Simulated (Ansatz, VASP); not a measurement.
**YHfF3: VASP beside Ansatz**

```
Y Hf F
1.0
     4.43473    0.00000    0.00000
     0.00000    4.43473    0.00000
     0.00000    0.00000    4.43473
Y Hf F
1 1 3
Direct
  0.50000 0.50000 0.50000
  0.00000 0.00000 0.00000
  0.50000 0.00000 0.00000
  0.00000 0.50000 0.00000
  0.00000 0.00000 0.50000
```

Alike in both runs: task relaxation of cell and atoms; functional PBE; k mesh 8 × 8 × 8; occupations gaussian, width 0.1 eV; no spin polarisation.

|  | VASP | Ansatz |
| --- | --- | --- |
| version | VASP 6.6.1 | Ansatz 0.2.0 |
| potentials or method | VASP PAW PBE potentials, release 64 (Y_sv, Hf_pv, F) | scalar-relativistic, plane waves, PAW |
| plane-wave cutoff (eV) | 600 | 420 |
| valence electrons in the cell | 42 | 58 |

VASP gave:

```
gap on the k mesh at the Fermi level, each at its own relaxed structure (eV) : none
relaxed volume (Å³/atom)                                                     : 16.99
relaxed cell length with the largest relative difference (Å)                 : 4.396
energy change over the relaxation (meV/atom)                                 : -3
```

Problem. Which values does Ansatz return?

Solution. gap on the k mesh at the Fermi level, each at its own relaxed structure (eV): none; relaxed volume (Å³/atom): 17.31; relaxed cell length with the largest relative difference (Å): 4.423; energy change over the relaxation (meV/atom): 0.

A gap of «none» marks a metal or a gap that the smearing closes. The two sets of potentials don't hold the same shells in valence.

Caveats: the bands computed are all filled at some k points, so no gap is given. Spin-orbit coupling is left out, which matters for the levels of Hf.
